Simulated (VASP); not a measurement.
## RhCl2 under changes of volume

One of the cells (20.521 Å³/atom); the others are scaled copies at fixed shape and fractional positions:

```xyz
6
Lattice="5.7277 0.0000 0.0000 0.0000 5.7277 0.0000 0.0000 0.0000 3.7531" Properties=species:S:1:pos:R:3 pbc="T T T"
Rh    2.8638    2.8638    1.8765
Rh    0.0000    0.0000    0.0000
Cl    4.5971    1.1305    1.8765
Cl    1.1305    4.5971    1.8765
Cl    3.9944    3.9944    0.0000
Cl    1.7333    1.7333    0.0000
```

The cell comes from a database or a generator and needn't be the stable form of this composition.

* Program: VASP 6.6.1
* Functional: PBE
* Potentials or basis: VASP PAW PBE potentials, release 64 (Rh_pv, Cl)
* Cutoff: 520 eV
* k mesh: 5 × 5 × 7
* Occupations: fermi-dirac, width 0.05 eV
* Spin: no spin polarisation

```csv
volume (Å³/atom),energy over the lowest point (meV/atom),pressure (GPa),largest force (eV/Å)
18.911,?,?,?
19.313,4.63,2.7,0.016
19.716,0.00,0.9,0.023
20.521,3.47,-2.2,0.092
20.923,10.59,-3.5,0.121
21.325,20.76,-4.7,0.149
```

Question: What does the run at 18.911 Å³/atom give?

Answer: Energy over the lowest point 14.23 meV/atom; pressure 4.8 GPa; largest force 0.059 eV/Å.

Worked out: A Birch-Murnaghan fit of order 3 (a polynomial in V^(-2/3)) to the other rows has its minimum at 19.94 Å³/atom with B0 = V·E''(V) = 81 GPa and B' = 5.0 at fixed shape and positions, which overstates the stiffness. It gives 14.22 meV/atom at 18.911 Å³/atom, against the run's 14.23, and -dE/dV = 4.9 GPa, against 4.8.

Energies are extrapolated to zero smearing.
